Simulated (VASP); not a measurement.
```yaml
crystal:
  lattice:
    - [0.00000, 2.73242, 2.73242]
    - [2.73242, 0.00000, 2.73242]
    - [2.73242, 2.73242, 0.00000]
  atoms:
    - { symbol: Ca, position: [0.00000, 0.00000, 0.00000] }
```

Method: rev-vdW-DF2, VASP's PBE PAW potentials (set 64) (plane waves; VASP 6.6.1). Numerical set-up: 520 eV cut-off, 13×13×13 Γ-centred mesh, tetrahedra with Blöchl corrections, potentials Ca_sv.

Question: Estimate the energy per atom (σ→0), band gap (on the k-mesh) with the smallest direct gap where there is one.

Answer: 
```yaml
band gap (on the k-mesh): none (metal, semimetal or under 0.01 eV)
energy per atom (σ→0): 216 meV/atom
```

Only differences to runs with the same potentials and settings are physical.

The compound is Ca in the fcc structure. It was relaxed first, which changed the volume by -6 %.
